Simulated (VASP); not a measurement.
Here is the system:

```xyz
3
Lattice="0.0000 2.7300 2.7300 2.7300 0.0000 2.7300 2.7300 2.7300 0.0000" Properties=species:S:1:pos:R:3 pbc="T T T"
Ca     0.0000     0.0000     0.0000
F      1.3650     1.3650     1.3650
F      4.0950     4.0950     4.0950
```

These are PBE GGA, VASP's PBE PAW potentials (set 64) (plane waves; VASP) values and carry that method's errors. Settings: 520 eV cut-off, 8×8×8 Γ-centred mesh, Gaussian smearing of 0.050 eV, potentials Ca_sv F.

Energy and stress use the plane-wave basis of the starting cell.

Question: The ions, cell shape and volume are relaxed. Give the cell that the relaxation ends in.

Answer: 
```xyz
3
Lattice="0.0000 2.7569 2.7569 2.7569 0.0000 2.7569 2.7569 2.7569 0.0000" Properties=species:S:1:pos:R:3 pbc="T T T"
Ca     0.0000     0.0000     0.0000
F      1.3785     1.3785     1.3785
F      4.1354     4.1354     4.1354
```
Space group Fm-3m (225), at a tolerance of 0.03 Å.

Question: How do energy and volume change from the first to the last step?

Answer: The energy (σ→0) changes by -3.2 meV/atom and the volume by +3.0 %, in 3 ionic steps.

```csv
step,E(σ→0) (eV),max force (eV/Å),pressure (GPa),volume (Å³)
1,-17.3282,0.000,2.61,40.69
2,-17.3377,0.000,-0.19,42.01
3,-17.3378,0.000,-0.02,41.91
```

The compound is CaF2 in the fluorite structure. This run relaxes it. Symmetry was kept, so distortions that lower it aren't found.
